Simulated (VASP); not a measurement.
Data:

```xyz
2
Lattice="0.0000 2.5406 2.5406 2.5406 0.0000 2.5406 2.5406 2.5406 0.0000" Properties=species:S:1:pos:R:3 pbc="T T T"
Mg     0.0000     0.0000     0.0000
S      2.5406     2.5406     2.5406
```

Level of theory: PBEsol GGA, VASP's PBE PAW potentials (set 64) (plane waves; VASP 6.6.1). Run with 500 eV cut-off, 9×9×9 Γ-centred mesh, Gaussian smearing of 0.050 eV, potentials Mg S.

Question: What does the run give for the energy per atom (σ→0), pressure?

Answer: 
```
Item                            Value
---------------------  --------------
energy per atom (σ→0)  -4.523 eV/atom
pressure                     5.00 GPa
```

Total energies compare only between runs with the same potentials, cut-off and functional.

The compound is MgS in the rock salt structure. It was relaxed first under an external pressure of 5 GPa.
